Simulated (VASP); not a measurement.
OSZICAR of a VASP run on InAs (zinc blende):

File OSZICAR:
```
       N       E                     dE             d eps       ncg     rms          rms(c)
DAV:   1     0.112179071680E+03    0.11218E+03   -0.84395E+03   520   0.143E+03
DAV:   2     0.894426963687E+00   -0.11128E+03   -0.10858E+03   540   0.319E+02
DAV:   3    -0.772219945738E+01   -0.86166E+01   -0.84962E+01   690   0.917E+01
DAV:   4    -0.795931331377E+01   -0.23711E+00   -0.23686E+00   605   0.171E+01
DAV:   5    -0.796862890007E+01   -0.93156E-02   -0.93153E-02   740   0.305E+00    0.405E+00
DAV:   6    -0.772934876761E+01    0.23928E+00   -0.44350E-01   747   0.118E+01    0.228E+00
DAV:   7    -0.771031275304E+01    0.19036E-01   -0.12942E-01   743   0.328E+00    0.689E-01
DAV:   8    -0.771150673003E+01   -0.11940E-02   -0.12214E-02   615   0.158E+00    0.173E-01
DAV:   9    -0.771219588096E+01   -0.68915E-03   -0.12829E-03   635   0.458E-01    0.107E-01
DAV:  10    -0.771231339003E+01   -0.11751E-03   -0.16583E-04   707   0.157E-01    0.699E-02
DAV:  11    -0.771236033450E+01   -0.46944E-04   -0.15836E-04   560   0.130E-01    0.542E-02
DAV:  12    -0.771236228725E+01   -0.19528E-05   -0.10793E-05   565   0.271E-02    0.157E-02
DAV:  13    -0.771236251197E+01   -0.22472E-06   -0.19950E-06   596   0.907E-03
   1 F= -.77123625E+01 E0= -.77122501E+01  d E =-.224872E-03
```

**Question.** Which electronic solver shows in the log?

**Answer.** It is blocked Davidson (ALGO = Normal, or the opening steps of other solvers). The INCAR had ALGO = Normal.

**Question.** Can the final energy be trusted as converged?

**Answer.** The calculation finished and met its thresholds. It stopped with EDIFF = 1E-6, NELM = 100 (PBE GGA, plane waves, VASP's PBE PAW potentials (set 64)).

The compound is InAs in the zinc blende structure. It was relaxed first, which changed the volume by +7 %.
